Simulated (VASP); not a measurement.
A VASP calculation is set up with these files.

### INCAR
```
SYSTEM = Al3Sc
PREC = Accurate
ENCUT = 400
EDIFF = 1E-6
NELM = 100
ALGO = Normal
LREAL = .FALSE.
LASPH = .TRUE.
ISMEAR = 1
SIGMA = 0.1
GGA = PE
LMAXMIX = 4
LWAVE = .FALSE.
LCHARG = .FALSE.
ISIF = 2
```

POSCAR:
```
Al3Sc
1
    0.0000000000     4.1820000000     0.0000000000
    4.1820000000     0.0000000000     0.0000000000
    0.0000000000     0.0000000000     4.1820000000
Sc Al
1 3
Direct
  0.0000000000   0.0000000000   0.0000000000
  0.5000000000   0.0000000000   0.5000000000
  0.0000000000   0.5000000000   0.5000000000
  0.5000000000   0.5000000000   0.0000000000
```

File KPOINTS:
```
Automatic mesh
0
Gamma
6 6 6
0 0 0
```

POTCAR, in this order: Sc_sv Al (PBE.64 set). Program: vasp_std.

Output of the run:

**standard output**
```
 -----------------------------------------------------------------------------
|                                                                             |
|     EEEEEEE  RRRRRR   RRRRRR   OOOOOOO  RRRRRR      ###     ###     ###     |
|     E        R     R  R     R  O     O  R     R     ###     ###     ###     |
|     E        R     R  R     R  O     O  R     R     ###     ###     ###     |
|     EEEEE    RRRRRR   RRRRRR   O     O  RRRRRR       #       #       #      |
|     E        R   R    R   R    O     O  R   R                               |
|     E        R    R   R    R   O     O  R    R      ###     ###     ###     |
|     EEEEEEE  R     R  R     R  OOOOOOO  R     R     ###     ###     ###     |
|                                                                             |
|     ERROR: the triple product of the basis vectors is negative exchange     |
|     two basis vectors                                                       |
|                                                                             |
|       ---->  I REFUSE TO CONTINUE WITH THIS SICK JOB ... BYE!!! <----       |
|                                                                             |
 -----------------------------------------------------------------------------
```

### Question
From input and log, find the fault in this run and mend it.

### Answer
The cause: the lattice vectors form a left-handed set. VASP stops with an error: ERROR: the triple product of the basis vectors is negative exchange two basis vectors ----> I REFUSE TO CONTINUE WITH THIS SICK JOB ... BYE!!! <---- To mend it, correct POSCAR.
### POSCAR
```
Al3Sc
1
    4.1820000000     0.0000000000     0.0000000000
    0.0000000000     4.1820000000     0.0000000000
    0.0000000000     0.0000000000     4.1820000000
Sc Al
1 3
Direct
  0.0000000000   0.0000000000   0.0000000000
  0.0000000000   0.5000000000   0.5000000000
  0.5000000000   0.0000000000   0.5000000000
  0.5000000000   0.5000000000   0.0000000000
```
The mended run (PBE GGA, plane waves, VASP's PBE PAW potentials (set 64)) converges, and its OSZICAR ends with
```
   1 F= -.19226407E+02 E0= -.19224483E+02  d E =-.577208E-02
```

The compound is Al3Sc in the L1_2 structure. The cell was not relaxed at this level.
